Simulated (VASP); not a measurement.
Consider the following.

```
Mg
1.0
    1.64352    -2.84666     0.00000
    1.64352     2.84666     0.00000
    0.00000     0.00000     5.33504
Mg
2
Cartesian
  1.64352   0.94889   1.33376
  1.64352  -0.94889   4.00128
```

Calculation: PBE GGA, VASP's PBE PAW potentials (set 64) (plane waves; VASP 6.6.1). Numerical set-up: 300 eV cut-off, 12×12×6 Γ-centred mesh, Fermi-Dirac smearing of 0.10 eV, potentials Mg.

**Question.** Predict the energy per atom (σ→0), pressure, band gap (on the k-mesh) with the smallest direct gap where there is one.

**Answer.** 
```json
{
 "band gap (on the k-mesh)": "none (metal, semimetal or under 0.01 eV)",
 "energy per atom (σ→0)": "-1.489 eV/atom",
 "pressure": "-2.65 GPa"
}
```

Only differences to runs with the same potentials and settings are physical.

The structure is a typed Mg crystal (P6_3/mmc). The cell was not relaxed at this level.
